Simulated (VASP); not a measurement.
Here is the system:

```xyz
1
Lattice="0.0000 2.0110 2.0110 2.0110 0.0000 2.0110 2.0110 2.0110 0.0000" Properties=species:S:1:pos:R:3 pbc="T T T"
W      0.0000     0.0000     0.0000
```

The numbers are results of r2SCAN meta-GGA, VASP's PBE PAW potentials (set 64) (plane waves; VASP 6.6.1), not measurements. Numerical set-up: 400 eV cut-off, 17×17×17 Γ-centred mesh, tetrahedra with Blöchl corrections, potentials W_sv.

Problem. Give the energies of bands 5 to 10 at the high-symmetry points, in eV from the Fermi level.

Solution. 
| band | Γ | X | U | L | W |
|---|---|---|---|---|---|
| 5 | -9.53 | -5.78 | -4.59 | -5.95 | -3.95 |
| 6 | -0.60 | -4.84 | -3.53 | -0.76 | -2.21 |
| 7 | -0.60 | 3.06 | -0.23 | -0.76 | -2.21 |
| 8 | -0.60 | 5.38 | 2.87 | 0.48 | 1.47 |
| 9 | 2.83 | 6.03 | 4.87 | 5.33 | 6.04 |
| 10 | 2.83 | 6.03 | 8.20 | 5.33 | 10.97 |

It has no gap at this level: it comes out as a metal or semimetal.

The structure was generated: W was put into the fcc type (Fm-3m), which need not be its known phase. It was relaxed first.
